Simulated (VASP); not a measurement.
Output of a VASP run:

File OSZICAR:
```
...
DAV:  12    -0.916216153157E+01   -0.16195E-06   -0.27509E-07   908   0.414E-03
   1 F= -.97377797E+01 E0= -.97383843E+01  d E =-.973778E+01
       N       E                     dE             d eps       ncg     rms          rms(c)
DAV:   1    -0.926588185525E+01   -0.10372E+00   -0.25399E+00  1456   0.125E+01    0.183E+00
DAV:   2    -0.918420491811E+01    0.81677E-01   -0.15847E-01  1491   0.320E+00    0.863E-01
DAV:   3    -0.914986804718E+01    0.34337E-01   -0.87765E-02  1461   0.225E+00    0.331E-01
DAV:   4    -0.914979811629E+01    0.69931E-04   -0.49654E-03  1786   0.566E-01    0.259E-01
DAV:   5    -0.914984915695E+01   -0.51041E-04   -0.67924E-04  1801   0.157E-01    0.435E-02
DAV:   6    -0.914985510216E+01   -0.59452E-05   -0.59537E-05  1949   0.503E-02    0.192E-02
DAV:   7    -0.914985403203E+01    0.10701E-05   -0.23235E-06  1509   0.113E-02    0.232E-03
DAV:   8    -0.914985388482E+01    0.14721E-06   -0.38724E-07   763   0.505E-03
   2 F= -.97492836E+01 E0= -.97499257E+01  d E =-.115039E-01
       N       E                     dE             d eps       ncg     rms          rms(c)
DAV:   1    -0.915437985048E+01   -0.45258E-02   -0.33636E-02  1456   0.144E+00    0.215E-01
DAV:   2    -0.915331050342E+01    0.10693E-02   -0.21193E-03  1491   0.369E-01    0.994E-02
DAV:   3    -0.915286149770E+01    0.44901E-03   -0.10577E-03  1461   0.246E-01    0.359E-02
DAV:   4    -0.915285361386E+01    0.78838E-05   -0.76941E-05  1776   0.703E-02    0.272E-02
DAV:   5    -0.915284987845E+01    0.37354E-05   -0.91247E-06  1785   0.180E-02    0.546E-03
DAV:   6    -0.915284953586E+01    0.34259E-06   -0.73200E-07   753   0.632E-03
   3 F= -.97494858E+01 E0= -.97501485E+01  d E =-.117060E-01
       N       E                     dE             d eps       ncg     rms          rms(c)
DAV:   1    -0.915331292361E+01   -0.46305E-03   -0.79818E-04  1456   0.222E-01    0.334E-02
DAV:   2    -0.915328739567E+01    0.25528E-04   -0.50351E-05  1491   0.569E-02    0.155E-02
DAV:   3    -0.915327684047E+01    0.10555E-04   -0.25643E-05  1471   0.382E-02    0.552E-03
DAV:   4    -0.915327640535E+01    0.43513E-06   -0.16553E-06   999   0.109E-02
   4 F= -.97494770E+01 E0= -.97501423E+01  d E =-.116973E-01
       N       E                     dE             d eps       ncg     rms          rms(c)
DAV:   1    -0.915459125500E+01   -0.13144E-02   -0.26083E-02  1456   0.118E+00    0.107E-01
DAV:   2    -0.915421677185E+01    0.37448E-03   -0.48171E-04  1671   0.178E-01    0.675E-02
DAV:   3    -0.915405957435E+01    0.15720E-03   -0.20295E-04  1844   0.108E-01    0.322E-02
DAV:   4    -0.915405624308E+01    0.33313E-05   -0.34762E-05  1956   0.420E-02    0.183E-02
DAV:   5    -0.915405561403E+01    0.62905E-06   -0.13018E-06   872   0.910E-03
   5 F= -.97497125E+01 E0= -.97504342E+01  d E =-.235471E-03
       N       E                     dE             d eps       ncg     rms          rms(c)
DAV:   1    -0.915572325199E+01   -0.16670E-02   -0.43515E-02  1456   0.153E+00    0.139E-01
DAV:   2    -0.915510531983E+01    0.61793E-03   -0.79577E-04  1676   0.229E-01    0.856E-02
DAV:   3    -0.915484670623E+01    0.25861E-03   -0.33131E-04  1844   0.138E-01    0.421E-02
DAV:   4    -0.915484057472E+01    0.61315E-05   -0.58169E-05  1961   0.544E-02    0.238E-02
DAV:   5    -0.915483985309E+01    0.72163E-06   -0.24505E-06  1309   0.120E-02
   6 F= -.97498016E+01 E0= -.97505546E+01  d E =-.324586E-03
```

OUTCAR:
```
------------------------ aborting loop because EDIFF is reached ----------------------------------------
  Edisp (eV):   -0.59496
  FORCE on cell =-STRESS in cart. coord.  units (eV):
  Direction    XX          YY          ZZ          XY          YZ          ZX
  --------------------------------------------------------------------------------------
  Total      -0.00764    -0.00764    -0.00455    -0.00000    -0.00000     0.00000
  in kB      -0.19201    -0.19201    -0.11429    -0.00000    -0.00000     0.00000
  external pressure =       -0.17 kB  Pullay stress =        0.00 kB
  volume of cell :       63.76
      direct lattice vectors                 reciprocal lattice vectors
     1.804124613 -3.124835282 -0.000000000     0.277142719 -0.160008434 -0.000000000
     1.804124613  3.124835282  0.000000000     0.277142719  0.160008434 -0.000000000
     0.000000000  0.000000000  5.655094977     0.000000000 -0.000000000  0.176831690
 POSITION                                       TOTAL-FORCE (eV/Angst)
 -----------------------------------------------------------------------------------
      1.80412      1.04161      1.41377         0.000000      0.000000      0.000000
      1.80412     -1.04161      4.24132        -0.000000     -0.000000     -0.000000
 -----------------------------------------------------------------------------------
    total drift:                                0.000000      0.000113     -0.000010
  FREE ENERGIE OF THE ION-ELECTRON SYSTEM (eV)
  ---------------------------------------------------
  free  energy   TOTEN  =        -9.7498016291 eV

  energy  without entropy=       -9.7520604029  energy(sigma->0) =       -9.75055455

 reached required accuracy - stopping structural energy minimisation
```
(Selected blocks of OUTCAR.)

**POSCAR**
```
Gd
1
    1.8150000000    -3.1436720000     0.0000000000
    1.8150000000     3.1436720000     0.0000000000
    0.0000000000     0.0000000000     5.7800000000
Gd
2
Direct
  0.3333330000   0.6666670000   0.2500000000
  0.6666670000   0.3333330000   0.7500000000
```

Problem. Reconstruct the remaining input files.

Solution. One answer among several that fit: the input of the run itself, PBE GGA with D4 dispersion, plane waves, VASP's PBE PAW potentials (set 64).

### KPOINTS
```
Automatic mesh
0
Gamma
10 10 6
0 0 0
```

### INCAR
```
SIGMA = 0.1
NSW = 60
LMAXMIX = 6   # l cut-off of mixed one-centre charges
IBRION = 2   # conjugate gradients
ISIF = 3   # ions, shape and volume
ALGO = Normal   # blocked Davidson
LREAL = .FALSE.
NELM = 100   # most electronic steps
LCHARG = .FALSE.
PREC = Accurate
SYSTEM = Gd
EDIFFG = -0.01
LASPH = .TRUE.   # aspherical one-centre terms
GGA = PE
EDIFF = 1E-6
LWAVE = .FALSE.
IVDW = 13
ENCUT = 520   # plane-wave cut-off (eV)
ISMEAR = 1   # Methfessel-Paxton
```

POTCAR, in this order: Gd_3 (PBE.64 set). Program: vasp_std.

The 4f electrons are frozen in the core of the lanthanide potential, so 4f levels, which can set the real gap, and their magnetism are missing. Energy and stress use the plane-wave basis of the starting cell.

The compound is Gd in the hcp structure. This run relaxes it. Symmetry was kept, so distortions that lower it aren't found.
